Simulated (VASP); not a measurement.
Wanted: the native input for a VASP 6.6.1 run.

```
Task                   : relaxation of cell and atoms
Functional             : PBE
Potentials or basis    : VASP PAW PBE potentials, release 64 (In_d, Ga_d, O)
Cutoff                 : 520 eV
k mesh                 : 5 × 5 × 3
Occupations            : gaussian, width 0.15 eV
Spin                   : no spin polarisation
Further INCAR settings : PREC = Normal; ALGO = Fast; EDIFF = 0.0001; IBRION = 2; EDIFFG = -0.08; NSW = 24; ISIF = 3
```

The structure of InGaO2 lies in POSCAR:

```
InGaO2
1.0
    3.4815687600      0.0000000000      0.0000000000
    0.0000000000      3.4815687600      0.0000000000
    0.0000000000      0.0000000000      5.2336024100
In Ga O
1 1 2
Direct
    0.0000000000      0.0000000000      0.0000000000
    0.0000000000      0.0000000000      0.5000000000
    0.0000000000      0.5000000000      0.8412907300
    0.5000000000      0.0000000000      0.1587092700
```

The cell was built by a generator and needn't be a form met in nature.

The input as run:

INCAR

```
  PREC = Normal
  ENCUT = 520
  EDIFF = 1E-4
  ISMEAR = 0
  SIGMA = 0.15
  LREAL = F
  LASPH = T
  NELM = 60
  ALGO = Fast
  ISIF = 3
  LWAVE = F
  LCHARG = F
  GGA = PE
  IBRION = 2
  NSW = 24
  EDIFFG = -0.08
```

KPOINTS

```
regular mesh
0
Gamma
  5 5 3
```

Potentials or basis: VASP PAW PBE potentials, release 64 (In_d, Ga_d, O).

The run is started by

```bash
$ cat potpaw_PBE.64/In_d/POTCAR potpaw_PBE.64/Ga_d/POTCAR potpaw_PBE.64/O/POTCAR > POTCAR
$ mpirun -np 1 vasp_std > vasp.out
```

It gave:

| Property | Result |
| --- | --- |
| Relaxed volume | 17.87 Å³/atom |
| Relaxed cell | a = 3.393 Å, b = 3.393 Å, c = 6.211 Å, α = 90.00°, β = 90.00°, γ = 90.00° |
| Space group after relaxing (to 0.05 Å) | P-4m2 (No. 115) |
| Energy gained by relaxing | 475.8 meV/atom |
| Ionic steps | 16 |
| Pressure after relaxing | -0.1 GPa |
| Largest force after relaxing | 0.051 eV/Å |
| Band gap on the k mesh | 1.04 eV, indirect (least direct gap 1.78 eV) |

Caveat: spin-orbit coupling is left out, which moves the levels of the heavy elements; an odd mesh through Γ misses points on the zone boundary, where band edges often lie.

Run time: 110 s on 1 thread of Intel(R) Xeon(R) Platinum 8488C (Sapphire Rapids), with other jobs on the host, peak memory 0.15 GiB.
